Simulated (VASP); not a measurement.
Computed with r2SCAN+rVV10 with spin-orbit coupling, VASP's PBE PAW potentials (set 64) (plane waves; VASP 6.6.1).

A VASP calculation is set up with these files.

**KPOINTS**
```
Automatic mesh
0
Gamma
12 12 12
0 0 0
```

**POSCAR**
```
Tl
1
   -1.9381261216     1.9381261216     1.9381261216
    1.9381261216    -1.9381261216     1.9381261216
    1.9381261216     1.9381261216    -1.9381261216
Tl
1
Direct
  1.0000000000   1.0000000000   1.0000000000
```

KPOINTS_OPT:
```
k-points along high-symmetry lines
8
Line-mode
Reciprocal
  0.000000   0.000000   0.000000 ! GAMMA
  0.500000  -0.500000   0.500000 ! H

  0.500000  -0.500000   0.500000 ! H
  0.000000   0.000000   0.500000 ! N

  0.000000   0.000000   0.500000 ! N
  0.000000   0.000000   0.000000 ! GAMMA

  0.000000   0.000000   0.000000 ! GAMMA
  0.250000   0.250000   0.250000 ! P

  0.250000   0.250000   0.250000 ! P
  0.500000  -0.500000   0.500000 ! H

  0.250000   0.250000   0.250000 ! P
  0.000000   0.000000   0.500000 ! N
```

INCAR:
```
SYSTEM = Tl
PREC = Accurate; ENCUT = 400; LREAL = .False.
LASPH = .True.
EDIFF = 1E-6; NELM = 100; ALGO = Normal
LMAXMIX = 4; LMIXTAU = .True.
ISMEAR = 0; SIGMA = 0.05
METAGGA = R2SCAN; LUSE_VDW = .True.; BPARAM = 11.95
CPARAM = 0.0093; GGA_COMPAT = .False.
MAGMOM = 3*0; LSORBIT = .True.
LWAVE = .False.; LCHARG = .False.
```

POTCAR, in this order: Tl_d (PBE.64 set). Program: vasp_ncl.

Output

**OUTCAR**
```
 ion  position               nearest neighbor table
   1  0.000  0.000  0.000-
  LATTYP: Found a body centered cubic cell.
 ALAT       =     3.8762522432
 Subroutine PRICEL returns:
 Original cell was already a primitive cell.
 Subroutine GETGRP returns: Found 48 space group operations
The static configuration has the point symmetry O_h .
The dynamic configuration has the point symmetry O_h .
The overall configuration has the point symmetry O_h .
 Subroutine INISYM returns: Found 48 space group operations
 Subroutine IBZKPT returns following result:
 Found     72 irreducible k-points:

 Following reciprocal coordinates:
            Coordinates               Weight
  0.000000  0.000000  0.000000      1.000000
  0.083333  0.000000  0.000000     12.000000
  0.166667  0.000000  0.000000     12.000000
  0.250000  0.000000  0.000000     12.000000
  0.333333  0.000000  0.000000     12.000000
  0.416667  0.000000  0.000000     12.000000
  0.500000  0.000000  0.000000      6.000000
  0.083333  0.083333  0.000000     24.000000
  0.166667  0.083333  0.000000     48.000000
  0.250000  0.083333  0.000000     48.000000
  0.333333  0.083333 -0.000000     48.000000
  0.416667  0.083333  0.000000     48.000000
  0.166667  0.166667  0.000000     24.000000
  0.250000  0.166667  0.000000     48.000000
  0.333333  0.166667  0.000000     48.000000
  0.416667  0.166667 -0.000000     24.000000
  0.250000  0.250000  0.000000     24.000000
  0.333333  0.250000  0.000000     48.000000
  0.333333  0.333333  0.000000      8.000000
  0.083333  0.083333  0.083333      8.000000
  0.166667  0.083333  0.083333     24.000000
  0.250000  0.083333  0.083333     24.000000
  0.333333  0.083333  0.083333     24.000000
  0.416667  0.083333  0.083333     12.000000
 -0.083333  0.083333  0.083333      6.000000
  0.166667  0.166667  0.083333     24.000000
  0.250000  0.166667  0.083333     48.000000
  0.333333  0.166667  0.083333     48.000000
 -0.166667  0.166667  0.083333     24.000000
  0.250000  0.250000  0.083333     24.000000
  0.333333  0.250000  0.083333     24.000000
 -0.250000  0.250000  0.083333     24.000000
 -0.166667  0.250000  0.083333     24.000000
 -0.333333  0.333333  0.083333     24.000000
 -0.250000  0.333333  0.083333     48.000000
 -0.416667  0.416667  0.083333     24.000000
 -0.333333  0.416667  0.083333     48.000000
 -0.250000  0.416667  0.083333     24.000000
  0.500000  0.500000  0.083333     12.000000
 -0.416667  0.500000  0.083333     48.000000
   k-points           NKPTS =     72   k-points in BZ     NKDIM =     72   number of bands    NBANDS=     20
   number of dos      NEDOS =    301   number of ions     NIONS =      1
   total plane-waves  NPLWV =  13824
   dimension x,y,z NGX =    24 NGY =   24 NGZ =   24
   dimension x,y,z NGXF=    48 NGYF=   48 NGZF=   48
   ions per type =               1
   PREC   = accura    normal or accurate (medium, high low for compatibility)
   ISTART =      0    job   : 0-new  1-cont  2-samecut
   ICHARG =      2    charge: 1-file 2-atom 10-const
   ISPIN  =      1    spin polarized calculation?
   LNONCOLLINEAR =      T non collinear calculations
   LSORBIT =      T    spin-orbit coupling
   INIWAV =      1    electr: 0-lowe 1-rand  2-diag
   ENCUT  =  400.0 eV  29.40 Ry    5.42 a.u.   5.47  5.47  5.47*2*pi/ulx,y,z
   NELM   =    100;   NELMIN=  2; NELMDL= -5     # of ELM steps
   EDIFF  = 0.1E-05   stopping-criterion for ELM
   LREAL  =      F    real-space projection
   NLSPLINE    = F    spline interpolate recip. space projectors
   LMAXMIX     =    4 max onsite mixed and CHGCAR
...
```

**OSZICAR**
```
       N       E                     dE             d eps       ncg     rms          rms(c)
DAV:   1     0.118097801561E+01    0.11810E+01   -0.61925E+03  3064   0.998E+02
DAV:   2    -0.559026367233E+02   -0.57084E+02   -0.55878E+02  3148   0.245E+02
DAV:   3    -0.568841707329E+02   -0.98153E+00   -0.97877E+00  3376   0.296E+01
DAV:   4    -0.568908416362E+02   -0.66709E-02   -0.66697E-02  3208   0.270E+00
DAV:   5    -0.568909518486E+02   -0.11021E-03   -0.11021E-03  3304   0.340E-01    0.270E+00
DAV:   6    -0.529023488674E+02    0.39886E+01   -0.15123E+00  3016   0.152E+01    0.301E+00
DAV:   7    -0.530879633087E+02   -0.18561E+00   -0.76062E-02  3072   0.302E+00    0.188E+00
DAV:   8    -0.530542828497E+02    0.33680E-01   -0.92856E-02  2932   0.251E+00    0.431E-01
DAV:   9    -0.530996530312E+02   -0.45370E-01   -0.30820E-02  2920   0.166E+00    0.160E-01
DAV:  10    -0.530967695828E+02    0.28834E-02   -0.19819E-03  3024   0.414E-01    0.386E-02
DAV:  11    -0.530994006141E+02   -0.26310E-02   -0.12772E-03  2944   0.275E-01    0.318E-02
DAV:  12    -0.530994949082E+02   -0.94294E-04   -0.17166E-04  3260   0.141E-01    0.102E-02
DAV:  13    -0.530994993942E+02   -0.44860E-05   -0.87096E-06  3072   0.301E-02    0.621E-03
DAV:  14    -0.530995326194E+02   -0.33225E-04   -0.18948E-05  2956   0.385E-02    0.406E-03
DAV:  15    -0.530995357615E+02   -0.31422E-05   -0.22779E-06  2512   0.145E-02    0.866E-04
DAV:  16    -0.530995355741E+02    0.18747E-06   -0.28633E-07  1572   0.444E-03
   1 F= -.53099536E+02 E0= -.53099057E+02  d E =-.958110E-03  mag=    -0.0000     0.0000    -0.0000
       N       E                     dE             ncg
```

File OUTCAR:
```
------------------------ aborting loop because EDIFF is reached ----------------------------------------
  FORCE on cell =-STRESS in cart. coord.  units (eV):
  Direction    XX          YY          ZZ          XY          YZ          ZX
  --------------------------------------------------------------------------------------
  Total       -0.0701567     -0.0701567     -0.0701567      0.0000000      0.0000000     -0.0000000
  in kB       -3.8598788     -3.8598788     -3.8598788      0.0000000      0.0000000     -0.0000000
  external PRESSURE =      -3.8598788 kB  Pullay stress =       0.0000000 kB
  volume of cell :       29.12
      direct lattice vectors                 reciprocal lattice vectors
    -1.938126122  1.938126122  1.938126122     0.000000000  0.257981147  0.257981147
     1.938126122 -1.938126122  1.938126122     0.257981147  0.000000000  0.257981147
     1.938126122  1.938126122 -1.938126122     0.257981147  0.257981147  0.000000000
 POSITION                                       TOTAL-FORCE (eV/Angst)
 -----------------------------------------------------------------------------------
      0.00000      0.00000      0.00000         0.000000     -0.000000      0.000000
 -----------------------------------------------------------------------------------
    total drift:                               -0.000000      0.000000      0.000000
  FREE ENERGIE OF THE ION-ELECTRON SYSTEM (eV)
  ---------------------------------------------------
  free  energy   TOTEN  =       -53.0995355741 eV

  energy  without entropy=      -53.0985774636  energy(sigma->0) =      -53.09905652

 Ion:    1  E_soc:     -0.6133058
```
(Selected blocks of OUTCAR.)

The structure comes from a measured Tl entry (Im-3m) of the Crystallography Open Database, whose conditions weren't checked. It was relaxed first.
